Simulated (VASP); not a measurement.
Consider the following.

```xyz
4
Lattice="1.9621 -3.4300 0.0000 1.9621 3.4300 0.0000 0.0000 0.0000 5.0887" Properties=species:S:1:pos:R:3 pbc="T T T"
Ni     0.0000     0.0000     2.5443
Ni     0.0000     0.0000     0.0000
Sb     1.9621     1.1433     1.2722
Sb     2.0527    -1.1433     3.8165
```

These are PBE GGA, VASP's PBE PAW potentials (set 64) (plane waves; VASP 6.6.1) values and carry that method's errors. Run with 400 eV cut-off, 8×8×6 Γ-centred mesh, Fermi-Dirac smearing of 0.020 eV, potentials Ni Sb.

Problem. Give the force on each atom (eV/Å).

Solution. 
```json
[
 {"atom": "Ni1", "Fx": "0.311", "Fy": "0.035", "Fz": "-0.037"},
 {"atom": "Ni2", "Fx": "0.311", "Fy": "0.035", "Fz": "0.037"},
 {"atom": "Sb3", "Fx": "0.076", "Fy": "0.055", "Fz": "0.000"},
 {"atom": "Sb4", "Fx": "-0.698", "Fy": "-0.126", "Fz": "0.000"}
]
```

Problem. Give the stress tensor in GPa (positive for a compressed cell).

Solution. 
```
4.22  1.44  0.00
1.44  2.72  0.00
0.00  0.00  4.40
```
The pressure is its mean diagonal, 3.78 GPa.

The compound is NiSb in the NiAs type structure. The cell was not relaxed at this level, atoms are displaced from their ideal sites. The run is one of a series of settings (ISMEAR = -1, SIGMA = 0.02 against the base run), some of them coarse on purpose. The run is not spin-polarised, so no magnetic state was tried.
